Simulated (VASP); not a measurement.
Consider the following.

```xyz
3
Lattice="0.0000 2.7208 2.7208 2.7208 0.0000 2.7208 2.7208 2.7208 0.0000" Properties=species:S:1:pos:R:3 pbc="T T T"
Si     1.3604     1.3604     1.3604
Si     4.0812     4.0812     4.0812
Ni     0.0000     0.0000     0.0000
```

Calculation: rev-vdW-DF2, VASP's PBE PAW potentials (set 64) (plane waves; VASP 6.6.1). Settings: 520 eV cut-off, 9×9×9 Γ-centred mesh, first-order Methfessel-Paxton smearing of 0.10 eV, potentials Si Ni.

Question: Estimate the energy per atom (σ→0), band gap (on the k-mesh) with the smallest direct gap where there is one.

Answer: 
The band gap (on the k-mesh) is none (metal, semimetal or under 0.01 eV) and the energy per atom (σ→0) comes out as -4.332 eV/atom.

The absolute energy has meaning only against runs of the same code, potentials and settings.

The compound is NiSi2 in the fluorite structure. It was relaxed first. The start is the result of an earlier pass. The run is not spin-polarised, so no magnetic state was tried.
